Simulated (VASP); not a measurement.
Here is the system:

```yaml
crystal:
  lattice:
    - [4.34729, 0.00000, 0.00000]
    - [0.00000, 4.34729, 0.00000]
    - [0.00000, 0.00000, 4.34729]
  atoms:
    - { symbol: Cu, position: [0.75000, 0.25000, 0.75000] }
    - { symbol: Cu, position: [0.25000, 0.75000, 0.75000] }
    - { symbol: Cu, position: [0.75000, 0.75000, 0.25000] }
    - { symbol: Cu, position: [0.25000, 0.25000, 0.25000] }
    - { symbol: O, position: [0.00000, 0.00000, 0.00000] }
    - { symbol: O, position: [0.50000, 0.50000, 0.50000] }
```

Level of theory: revPBE GGA, VASP's PBE PAW potentials (set 64) (plane waves; VASP 6.6.1). Settings: 520 eV cut-off, 6×6×6 Γ-centred mesh, tetrahedra with Blöchl corrections, potentials Cu O.

The cores are frozen, which limits the accuracy of field gradients.

Task: Give the principal components of the electric field gradient (V/Å²) and the asymmetry η at each nucleus.

Result: 
```json
[
 {"atom": "Cu1", "Vxx": "25.5", "Vyy": "25.5", "Vzz": "-50.9", "η": "0.00"},
 {"atom": "Cu2", "Vxx": "25.5", "Vyy": "25.5", "Vzz": "-50.9", "η": "0.00"},
 {"atom": "Cu3", "Vxx": "25.5", "Vyy": "25.5", "Vzz": "-50.9", "η": "0.00"},
 {"atom": "Cu4", "Vxx": "25.5", "Vyy": "25.5", "Vzz": "-50.9", "η": "0.00"},
 {"atom": "O5", "Vxx": "0.0", "Vyy": "0.0", "Vzz": "0.0", "η": "-"},
 {"atom": "O6", "Vxx": "0.0", "Vyy": "0.0", "Vzz": "0.0", "η": "-"}
]
```

The compound is Cu2O in the cuprite structure. It was relaxed first, which changed the volume by +6 %.
